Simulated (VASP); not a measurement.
# Sc12C (a cell with a defect) in VASP: further runs

The runs below take Sc12C (a cell with a defect) through single point, with PBEsol.

Everything below comes from runs of VASP 6.6.1. Logs are shortened: lines on timing, memory, paths and dates and some standing lists are left out, and cuts for length are marked.

### 1 The structure

The cell holds a defect, 13 atoms: a = 6.620 Å, b = 9.930 Å, c = 5.276 Å, α = 90.00°, β = 90.00°, γ = 120.00°.

The cell was built by a generator and needn't be a form met in nature.

### 2 Single point, PBEsol

The input, INCAR:

```
SYSTEM = Sc12C
  PREC = Accurate
  ENCUT = 520
  EDIFF = 1E-7
  ISMEAR = 0
  SIGMA = 0.1
  LREAL = .False.
  LASPH = .True.
  NELM = 60
  ALGO = Fast
  ISIF = 2
  LWAVE = .False.
  LCHARG = .False.
  GGA = PS
  NBANDS = 80
```

The input, KPOINTS:

```
regular mesh
0
Gamma
  3 2 3
  0 0 0
```

The input, POSCAR:

```
Sc12C
1.0
    6.6200000000      0.0000000000      0.0000000000
   -4.9650000000      8.5996320000      0.0000000000
    0.0000000000      0.0000000000      5.2761400000
Sc C
12 1
Direct
    0.0006371813     -0.0027884914     -0.0029292248
    0.1679120994      0.2227234840      0.5079425489
   -0.0232875740      0.3230711500      0.0002714105
    0.1628149775      0.5562177544      0.5085750189
    0.0040610675      0.6729893791     -0.0012018256
    0.1620265901      0.8852145069      0.4968780207
    0.4950061711     -0.0029400095     -0.0043799065
    0.6628665406      0.2183831820      0.4958611788
    0.5091401737      0.3244733030      0.0002579537
    0.6708112328      0.5563902037      0.5086783141
    0.5130506193      0.6853601410      0.0006203399
    0.6735296095      0.8938797614      0.4963526366
    0.3350038482      0.4473235599      0.9339945490
```

Potentials or basis: VASP PAW PBE potentials, release 64 (Sc_sv, C).

Launch:

```bash
$ cat potpaw_PBE.64/Sc_sv/POTCAR potpaw_PBE.64/C/POTCAR > POTCAR
$ mpirun -np 1 vasp_std > vasp.out
```

OUTCAR:

```text
SYSTEM = Sc12C
   PREC = Accurate
   ENCUT = 520
   EDIFF = 1E-7
   ISMEAR = 0
   LREAL = .False.
   LASPH = .True.
   NELM = 60
   ISIF = 2
   GGA = PS

 ion  position               nearest neighbor table
   1  0.001  0.997  0.997-  11 3.16   2 3.23   5 3.23  12 3.23  12 3.24   6 3.24   6 3.25   7 3.27
                             9 3.31   3 3.32   2 3.32   7 3.35
   2  0.168  0.223  0.508-   1 3.23   9 3.25   3 3.26  12 3.27   8 3.30   9 3.32   1 3.32   3 3.32
                            10 3.32   8 3.32   4 3.33   6 3.33
   3  0.977  0.323  0.000-  13 2.08   9 3.10   8 3.17   8 3.21   7 3.21   2 3.26   4 3.28   1 3.32
                             2 3.32   4 3.35   5 3.39
   4  0.163  0.556  0.509-   5 3.22  10 3.26   6 3.27   3 3.28  11 3.28   5 3.30   2 3.33   8 3.33
                             3 3.35  11 3.35  10 3.36  12 3.37
   5  0.004  0.673  0.999-   6 3.20  10 3.22   6 3.22   4 3.22   1 3.23   7 3.23  10 3.30   4 3.30
                            11 3.31  11 3.31   9 3.37   3 3.39
   6  0.162  0.885  0.497-   5 3.20   5 3.22   1 3.24   1 3.25   7 3.25  10 3.26   7 3.26   4 3.27
                            12 3.28   8 3.31   2 3.33  12 3.34
   7  0.495  0.997  0.996-  11 3.16   9 3.21   3 3.21   5 3.23   6 3.25   8 3.25   8 3.25  12 3.26
                            12 3.26   6 3.26   1 3.27   1 3.35
   8  0.663  0.218  0.496-   9 3.17   3 3.17   9 3.21   3 3.21   7 3.25   7 3.25  12 3.26   2 3.30
                             6 3.31   2 3.32  10 3.33   4 3.33
   9  0.509  0.324  0.000-  13 2.08   3 3.10   8 3.17   7 3.21   8 3.21   2 3.25  10 3.27   1 3.31
                             2 3.32  10 3.34   5 3.37
  10  0.671  0.556  0.509-   5 3.22   4 3.26   6 3.26   9 3.27  11 3.29   5 3.30   2 3.32   8 3.33
                            12 3.34   9 3.34  11 3.35   4 3.36
  11  0.513  0.685  0.001-  13 2.08   7 3.16   1 3.16  12 3.17  12 3.21   4 3.28  10 3.29   5 3.31
                             5 3.31   4 3.35  10 3.35
  12  0.674  0.894  0.496-  11 3.17  11 3.21   1 3.23   1 3.24   7 3.26   8 3.26   7 3.26   2 3.27
                             6 3.28  10 3.34   6 3.34   4 3.37
  13  0.335  0.447  0.934-  11 2.08   3 2.08   9 2.08

  LATTYP: Found a simple monoclinic cell.
 ALAT       =     6.6200000000
 B/A-ratio  =     0.7970000000
 C/A-ratio  =     1.3228756170
 COS(beta)  =    -0.1889822420

  Lattice vectors:

 A1 = (   6.6200000000,   0.0000000000,   0.0000000000)
 A2 = (   0.0000000000,   0.0000000000,   5.2761400000)
 A3 = (  -1.6550000000,  -8.5996320000,   0.0000000000)

Analysis of symmetry for initial positions (statically):
=====================================================================
 Subroutine PRICEL returns:
 Original cell was already a primitive cell.

 Routine SETGRP: Setting up the symmetry group for a
 simple monoclinic supercell.

 Subroutine GETGRP returns: Found  1 space group operations
 (whereof  1 operations were pure point group operations)
 out of a pool of  4 trial point group operations.

The static configuration has the point symmetry C_1 .

Analysis of symmetry for dynamics (positions and initial velocities):
=====================================================================
 Subroutine PRICEL returns:
 Original cell was already a primitive cell.

 Routine SETGRP: Setting up the symmetry group for a
 simple monoclinic supercell.

 Subroutine GETGRP returns: Found  1 space group operations
 (whereof  1 operations were pure point group operations)
 out of a pool of  4 trial point group operations.

The dynamic configuration has the point symmetry C_1 .

 Subroutine INISYM returns: Found  1 space group operations
 (whereof  1 operations are pure point group operations),
 and found     1 'primitive' translations

----------------------------------------------------------------------------------------

                                     Primitive cell

  volume of cell :     300.3683

  direct lattice vectors                    reciprocal lattice vectors
     6.620000000  0.000000000  0.000000000     0.151057402  0.087213034  0.000000000
    -4.965000000  8.599632000  0.000000000     0.000000000  0.116284046  0.000000000
     0.000000000  0.000000000  5.276140000     0.000000000  0.000000000  0.189532499

  length of vectors
     6.620000000  9.929999775  5.276140000     0.174426065  0.116284046  0.189532499

  position of ions in fractional coordinates (direct lattice)
     0.000637181  0.997211509  0.997070775
     0.167912099  0.222723484  0.507942549
     0.976712426  0.323071150  0.000271410
     0.162814977  0.556217754  0.508575019
     0.004061067  0.672989379  0.998798174
     0.162026590  0.885214507  0.496878021
     0.495006171  0.997059990  0.995620094
     0.662866541  0.218383182  0.495861179
[... 37 lines left out ...]
  Length of vectors
     0.058142022  0.058142023  0.063177500

  Shift w.r.t. Gamma in fractional coordinates (k-lattice)
     0.000000000  0.000000000  0.000000000

 -----------------------------------------------------------------------------
|                                                                             |
|           W    W    AA    RRRRR   N    N  II  N    N   GGGG   !!!           |
|           W    W   A  A   R    R  NN   N  II  NN   N  G    G  !!!           |
|           W    W  A    A  R    R  N N  N  II  N N  N  G       !!!           |
|           W WW W  AAAAAA  RRRRR   N  N N  II  N  N N  G  GGG   !            |
|           WW  WW  A    A  R   R   N   NN  II  N   NN  G    G                |
|           W    W  A    A  R    R  N    N  II  N    N   GGGG   !!!           |
|                                                                             |
|     Your reciprocal lattice and k-lattice belong to different lattice       |
|     classes:                                                                |
|                                                                             |
|        The reciprocal lattice is simple monoclinic,                         |
|        whereas your k-lattice is hexagonal.                                 |
|                                                                             |
|     Results are often still useful ...                                      |
|                                                                             |
 -----------------------------------------------------------------------------

 Subroutine IBZKPT returns following result:
 ===========================================

 Found     10 irreducible k-points:

 Following reciprocal coordinates:
            Coordinates               Weight
  0.000000  0.000000  0.000000      1.000000
  0.333333  0.000000  0.000000      2.000000
  0.000000  0.500000  0.000000      1.000000
  0.333333  0.500000  0.000000      2.000000
  0.000000  0.000000  0.333333      2.000000
  0.333333  0.000000  0.333333      2.000000
 -0.333333 -0.000000  0.333333      2.000000
  0.000000  0.500000  0.333333      2.000000
  0.333333  0.500000  0.333333      2.000000
 -0.333333  0.500000  0.333333      2.000000
   k-points           NKPTS =     10   k-points in BZ     NKDIM =     10   number of bands    NBANDS=     80
   number of dos      NEDOS =    301   number of ions     NIONS =     13
   total plane-waves  NPLWV = 160000
   dimension x,y,z NGX =    50 NGY =   80 NGZ =   40
   dimension x,y,z NGXF=   100 NGYF=  160 NGZF=   80
   ions per type =              12   1
   NGX,Y,Z   is equivalent  to a cutoff of  12.56, 13.39, 12.60 a.u.
   NGXF,Y,Z  is equivalent  to a cutoff of  25.11, 26.79, 25.21 a.u.
 SYSTEM =  Sc12C
   PREC   = accura    normal or accurate (medium, high low for compatibility)
   ISTART =      0    job   : 0-new  1-cont  2-samecut
   ICHARG =      2    charge: 1-file 2-atom 10-const
   ISPIN  =      1    spin polarized calculation?
   LNONCOLLINEAR =      F non collinear calculations
   LSORBIT =      F    spin-orbit coupling
   LASPH  =      T    aspherical Exc in radial PAW
   ENCUT  =  520.0 eV  38.22 Ry    6.18 a.u.  12.31 18.46  9.81*2*pi/ulx,y,z
   NELM   =     60;   NELMIN=  2; NELMDL= -5     # of ELM steps
   EDIFF  = 0.1E-06   stopping-criterion for ELM
   LREAL  =      F    real-space projection
   EDIFFG = 0.1E-05   stopping-criterion for IOM
   NSW    =      0    number of steps for IOM
   IBRION =     -1    ionic relax: 0-MD 1-quasi-New 2-CG
   NFREE  =      0    steps in history (QN), initial steepest desc. (CG)
   ISIF   =      2    stress and relaxation
   ISYM   =      2    0-nonsym 1-usesym 2-fastsym
   POTIM  = 0.5000    time-step for ionic-motion
   TEBEG  =    0.0;   TEEND  =   0.0 temperature during run
   PSTRESS=    0.0 pullay stress
   NELECT =     136.0000    total number of electrons
   NUPDOWN=      -1.0000    fix difference up-down
   EMIN   =  10.00;   EMAX   =-10.00  energy-range for DOS
   EFERMI =   0.00;   METHOD = LEGACY
   ISMEAR =     0;   SIGMA  =   0.10  broadening in eV -4-tet -1-fermi 0-gaus
   EFERMI_NEDOS =   21; number of points for ismear=-14 and -15
   IALGO  =     68    algorithm
   IMIX   =      4    mixing-type and parameters
     AMIX     =   0.40;   BMIX     =  1.00
     AMIX_MAG =   1.60;   BMIX_MAG =  1.00
  volume/ion in A,a.u.               =      23.11       155.92
  Fermi-wavevector in a.u.,A,eV,Ry     =   1.257100  2.375574 21.501284  1.580300
  Thomas-Fermi vector in A             =   2.390775
   LORBIT       =      0    0 simple, 1 ext, 2 COOP (PROOUT), +10 PAW based schemes
   GGA     = PS    functional components
   LHFCALC =     F    Hartree Fock is set to
   AEXX    =    0.0000 exact exchange contribution
   IVDW    =     0    specifies the selected vdW correction
   LEPSILON=     F    determine dielectric tensor
   LRPA    =     F    only Hartree local field effects (RPA)
 non-spin polarized calculation
 RMM-DIIS sequential band-by-band and
 Gauss-broadening in eV      SIGMA  =   0.10
  energy-cutoff  :      520.00
  volume of cell :      300.37
 maximum number of plane-waves:      8103
 NGX is ok and might be reduce to    50
   NGX = 25   NGY = 37   NGZ = 19

 number of electron     136.0000002 magnetization

 Free energy of the ion-electron system (eV)
  ---------------------------------------------------
  ext. energy  EPLUGINS =         0.00000000
  ---------------------------------------------------
  free energy    TOTEN  =       -88.21645909 eV

  energy without entropy =      -88.08642518  energy(sigma->0) =      -88.15144213

 E-fermi :   3.6717     XC(G=0): -10.0660

 val. band max:        3.6687635260   @ k =   0.0000   0.5000   0.3333
 cond. band min:       3.6807251555   @ k =   0.3333   0.5000   0.3333
 fundamental gap:      0.0119616295
 Fermi energy:         3.6716831285

 k-point     1 :       0.0000    0.0000    0.0000
  band No.  band energies     occupation
      1     -45.7776      2.00000
      2     -45.7541      2.00000
      3     -45.7325      2.00000
      4     -45.6013      2.00000
      5     -45.4938      2.00000
      6     -45.4606      2.00000
[... 819 lines left out ...]
     79       4.7623      0.00000
     80       4.7871      0.00000

------------------------ aborting loop because EDIFF is reached ----------------------------------------

  FORCE on cell =-STRESS in cart. coord.  units (eV):
  Direction    XX          YY          ZZ          XY          YZ          ZX
  --------------------------------------------------------------------------------------
  -------------------------------------------------------------------------------------
  Total       -1.6619194     -1.4082668     -6.1989392      0.0325655      0.0339844      0.0035435
  in kB       -8.8647476     -7.5117540    -33.0654007      0.1737055      0.1812741      0.0189014
  external PRESSURE =     -16.4806341 kB  Pullay stress =       0.0000000 kB

 VOLUME and BASIS-vectors are now :
 -----------------------------------------------------------------------------
  energy-cutoff  :      520.00
  volume of cell :      300.37
      direct lattice vectors                 reciprocal lattice vectors
     6.620000000  0.000000000  0.000000000     0.151057402  0.087213034  0.000000000
    -4.965000000  8.599632000  0.000000000     0.000000000  0.116284046  0.000000000
     0.000000000  0.000000000  5.276140000     0.000000000  0.000000000  0.189532499

 POSITION                                       TOTAL-FORCE (eV/Angst)
 -----------------------------------------------------------------------------------
     -4.94694      8.57565      5.26068         0.007415     -0.017841      0.035746
      0.00576      1.91534      2.67998         0.003650      0.012102      0.251948
      4.86179      2.77829      0.00143         0.041455      0.029541      0.102768
     -1.68379      4.78327      2.68331         0.056991     -0.022741      0.265121
     -3.31451      5.78746      5.26980         0.005253     -0.002941      0.066053
     -3.32247      7.61252      2.62160         0.011751     -0.006366      0.031972
     -1.67346      8.57435      5.25303        -0.007368     -0.003419      0.005949
      3.30390      1.87802      2.61623        -0.006121      0.009606      0.010019
      1.75950      2.79035      0.00136        -0.058172      0.034233      0.100232
      1.67829      4.78475      2.68386        -0.044685     -0.030796      0.265237
     -0.00642      5.89385      0.00327         0.000424      0.008492      0.115822
      0.02065      7.68704      2.61883        -0.007465     -0.007336      0.019168
     -0.00324      3.84682      4.92789        -0.003127     -0.002532     -1.270037
 -----------------------------------------------------------------------------------
    total drift:                                0.000159      0.000663      0.000753

  FREE ENERGIE OF THE ION-ELECTRON SYSTEM (eV)
  ---------------------------------------------------
  free  energy   TOTEN  =       -88.2164590857 eV

  energy  without entropy=      -88.0864251802  energy(sigma->0) =      -88.15144213
```

Run time: 7.1 min. Hardware: 1 thread of Intel Xeon 6975P-C (Granite Rapids), shared host; peak memory 0.49 GiB.

What came out:

| Quantity | Value |
| --- | --- |
| Free energy | -88.2165 eV |
| Pressure | -1.6 GPa |
| Largest force | 1.270 eV/Å |
| Band gap on the k mesh | none (metal or under the smearing width) |

Forces in eV/Å, atoms in the order of the input:
```
Sc   0.007 -0.018  0.036
Sc   0.004  0.012  0.252
Sc   0.041  0.030  0.103
Sc   0.057 -0.023  0.265
Sc   0.005 -0.003  0.066
Sc   0.012 -0.006  0.032
Sc  -0.007 -0.003  0.006
Sc  -0.006  0.010  0.010
Sc  -0.058  0.034  0.100
Sc  -0.045 -0.031  0.265
Sc   0.000  0.008  0.116
Sc  -0.007 -0.007  0.019
C   -0.003 -0.003 -1.270
```

Caveat: the k mesh is coarse (spacing up to 0.40 Å⁻¹), so the values aren't converged; the PAW data sets were made with another functional, which shifts forces and pressure a little.

### 3 Single point, PBEsol

The input, INCAR:

```
SYSTEM = Sc12C
PREC = Accurate ; ENCUT = 520
EDIFF = 1E-6 ; ISMEAR = 0
SIGMA = 0.1 ; LREAL = .False.
LASPH = .True. ; NELM = 60
ALGO = Fast ; ISIF = 2
LWAVE = .False. ; LCHARG = .True.
GGA = PS ; LELF = .True.
LVHAR = .True. ; NBANDS = 80
```

The input, KPOINTS:

```
Automatic mesh
0
Gamma
  3 2 3
  0 0 0
```

The input, POSCAR:

```
Sc12C
1.0
    6.6200000000      0.0000000000      0.0000000000
   -4.9650000000      8.5996320000      0.0000000000
    0.0000000000      0.0000000000      5.2761400000
Sc C
12 1
Direct
    0.0011743328     -0.0021443941      0.0003402108
    0.1674549364      0.2220335707      0.5002770965
   -0.0262495332      0.3219990111      0.0003043892
    0.1618669283      0.5569482508      0.5004368724
    0.0037301308      0.6726875057      0.0004552571
    0.1618078274      0.8851262473      0.5003709151
    0.4953103086     -0.0029071011      0.0003820975
    0.6626290983      0.2180631683      0.5003409690
    0.5106772315      0.3234304677      0.0003544258
    0.6728782307      0.5570148816      0.5004899415
    0.5150210580      0.6878403634      0.0004914578
    0.6743849708      0.8944532743      0.5004222784
    0.3349345284      0.4469328455      1.0004004822
```

Potentials or basis: VASP PAW PBE potentials, release 64 (Sc_sv, C).

Launch:

```bash
$ cat potpaw_PBE.64/Sc_sv/POTCAR potpaw_PBE.64/C/POTCAR > POTCAR
$ mpirun -np 1 vasp_std > vasp.out
```

OUTCAR:

```text
SYSTEM = Sc12C
   PREC = Accurate
   ENCUT = 520
   EDIFF = 1E-6
   ISMEAR = 0
   LREAL = .False.
   LASPH = .True.
   NELM = 60
   ISIF = 2
   GGA = PS

 ion  position               nearest neighbor table
   1  0.001  0.998  0.000-  11 3.15  12 3.24  12 3.24   5 3.24   6 3.25   6 3.25   2 3.27   2 3.27
                             7 3.27   9 3.31   3 3.31   7 3.35
   2  0.167  0.222  0.500-  12 3.26   1 3.27   1 3.27   9 3.29   9 3.29   3 3.30   3 3.30   8 3.30
                             8 3.32   6 3.33  10 3.34   4 3.34
   3  0.974  0.322  0.000-  13 2.07   9 3.07   8 3.18   8 3.18   7 3.20   2 3.30   2 3.30   1 3.31
                             4 3.32   4 3.32   5 3.39
[... 1085 lines left out ...]
  volume of cell :      300.37
      direct lattice vectors                 reciprocal lattice vectors
     6.620000000  0.000000000  0.000000000     0.151057402  0.087213034  0.000000000
    -4.965000000  8.599632000  0.000000000     0.000000000  0.116284046  0.000000000
     0.000000000  0.000000000  5.276140000     0.000000000  0.000000000  0.189532499

 POSITION                                       TOTAL-FORCE (eV/Angst)
 -----------------------------------------------------------------------------------
     -4.94658      8.58119      0.00179         0.006146      0.001431      0.000353
      0.00616      1.90941      2.63953         0.002692     -0.012807      0.000717
      4.84750      2.76907      0.00161        -0.037246     -0.018174      0.000622
     -1.69369      4.78955      2.64037         0.016853     -0.001076     -0.000350
     -3.31520      5.78487      0.00240         0.000160     -0.014053     -0.000231
     -3.32348      7.61176      2.64003         0.006320     -0.012565      0.000178
     -1.67161      8.57463      0.00202        -0.003403     -0.001463     -0.000033
      3.30392      1.87526      2.63987        -0.008543     -0.000931      0.000246
      1.77485      2.78138      0.00187         0.037089     -0.023659      0.000091
      1.68888      4.79012      2.64065        -0.007221     -0.011958     -0.000745
     -0.00569      5.91517      0.00259         0.000560      0.049899     -0.000678
      0.02347      7.69197      2.64030         0.000183      0.008157     -0.000211
     -0.00175      3.84346      0.00211        -0.013589      0.037199      0.000041
 -----------------------------------------------------------------------------------
    total drift:                                0.000396      0.000093     -0.000182

  FREE ENERGIE OF THE ION-ELECTRON SYSTEM (eV)
  ---------------------------------------------------
  free  energy   TOTEN  =       -87.9688384138 eV

  energy  without entropy=      -87.8471806642  energy(sigma->0) =      -87.90800954
```

Wall time 5.6 min (1 thread of Intel Xeon 6975P-C (Granite Rapids), shared host); peak memory 0.49 GiB.

Results:

* Free energy: -87.9688 eV
* Pressure: -1.5 GPa
* Largest force: 0.050 eV/Å
* Band gap on the k mesh: none (metal or under the smearing width)

Forces on the atoms (eV/Å):
```
Sc   0.006  0.001  0.000
Sc   0.003 -0.013  0.001
Sc  -0.037 -0.018  0.001
Sc   0.017 -0.001  0.000
Sc   0.000 -0.014  0.000
Sc   0.006 -0.013  0.000
Sc  -0.003 -0.001  0.000
Sc  -0.009 -0.001  0.000
Sc   0.037 -0.024  0.000
Sc  -0.007 -0.012 -0.001
Sc   0.001  0.050 -0.001
Sc   0.000  0.008  0.000
C   -0.014  0.037  0.000
```

Caveat: the k mesh is coarse (spacing up to 0.40 Å⁻¹), so the values aren't converged; the PAW data sets were made with another functional, which shifts forces and pressure a little.

(Part 1 of 2 ends here.)
